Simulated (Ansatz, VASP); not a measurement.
Y2Lu: VASP beside Ansatz

The input INCAR:

```
SYSTEM = Y2Lu
  PREC = Accurate
  ENCUT = 600
  EDIFF = 1E-6
  ISMEAR = 0
  SIGMA = 0.1
  LREAL = .FALSE.
  LASPH = .TRUE.
  NELM = 100
  ALGO = Normal
  ISIF = 3
  LWAVE = .FALSE.
  LCHARG = .FALSE.
  GGA = PE
  IBRION = 2
  NSW = 90
  EDIFFG = -0.04
```

Contents of KPOINTS:

```
Automatic mesh
0
G
  4 4 4
  0 0 0
```

POSCAR

```
Y2Lu
1.0
    0.0000000000      4.1128268000      4.1128268000
    4.1128268000      0.0000000000      4.1128268000
    4.1128268000      4.1128268000      0.0000000000
Y Lu
4 2
Direct
    0.1250000000      0.1250000000      0.1250000000
    0.6250000000      0.1250000000      0.1250000000
    0.1250000000      0.1250000000      0.6250000000
    0.1250000000      0.6250000000      0.1250000000
    0.5000000000      0.5000000000      0.5000000000
    0.7500000000      0.7500000000      0.7500000000
```

Input for Ansatz:

```yaml
crystal:
  lattice:
    - [0.0, 4.1128268, 4.1128268]
    - [4.1128268, 0.0, 4.1128268]
    - [4.1128268, 4.1128268, 0.0]
  atoms:
    - { symbol: "Y", position: [0.125, 0.125, 0.125] }
    - { symbol: "Y", position: [0.625, 0.125, 0.125] }
    - { symbol: "Y", position: [0.125, 0.125, 0.625] }
    - { symbol: "Y", position: [0.125, 0.625, 0.125] }
    - { symbol: Lu, position: [0.5, 0.5, 0.5] }
    - { symbol: Lu, position: [0.75, 0.75, 0.75] }
basis:
  ecutwfc: 420
kpoints:
  mp_grid: { grid: [4, 4, 4] }
hamiltonian:
  xc: pbe
scf:
  occupations: { method: gaussian, width: 0.1 }
  lower_state_search: "off"
output:
  forces: true
  stress: true
  eigenvalues: true
relax:
  adjacent_minimum: "off"
  f_tol: 0.04
  max_steps: 70
  cell: { stress_tol: 0.4 }
```

Change from the starting cell: species swapped into the SmRh2 type (Fd-3m, No. 227).

Alike in both runs: task relaxation of cell and atoms; functional PBE; k mesh 4 × 4 × 4; occupations gaussian, width 0.1 eV; no spin polarisation.

```csv
,VASP,Ansatz
version,VASP 6.6.1,Ansatz 0.2.0
potentials or method,"VASP PAW PBE potentials, release 64 (Y_sv, Lu)","scalar-relativistic, plane waves, PAW"
plane-wave cutoff (eV),600,420
valence electrons in the cell,94,94
```

```csv
,VASP,Ansatz,Ansatz less VASP
"gap on the k mesh at the Fermi level, each at its own relaxed structure (eV)",none,none,-
relaxed volume (Å³/atom),32.98,32.96,-0.016
relaxed cell length with the largest relative difference (Å),6.541,6.540,-0.0010
energy change over the relaxation (meV/atom),-548,-555,-6.8
```

A gap of «none» marks a metal or a gap that the smearing closes.

Caveats: the volume moved by over 15 % at a fixed basis, so the end points are rough (VASP). The runs have no spin-orbit coupling, so splittings on Lu are missing.
